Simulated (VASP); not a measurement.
Energy against volume of Li2Se (antifluorite). These are PBEsol GGA, VASP's PBE PAW potentials (set 64) (plane waves; VASP) values and carry that method's errors. Numerical set-up: 520 eV cut-off, 8×8×8 Γ-centred mesh, Gaussian smearing of 0.050 eV, potentials Li_sv Se.

```csv
V (Å³/atom),E (eV/atom)
17.015,-3.85113
17.542,-3.85323
18.068,-3.85181
18.594,-3.84737
```

Question: Fit these four points and predict the energy of the run at 16.489 Å³/atom.

Answer: A cubic in V^(−2/3), the third-order Birch-Murnaghan form, passes through the four points with V0 = 17.58 Å³/atom and B0 = 35 GPa, and gives -3.8449 eV/atom there. The run gave -3.8450 eV/atom, -0.0 meV/atom from the fit; all five points give B0 = 35 GPa.

The compound is Li2Se in the antifluorite structure. It was relaxed first.
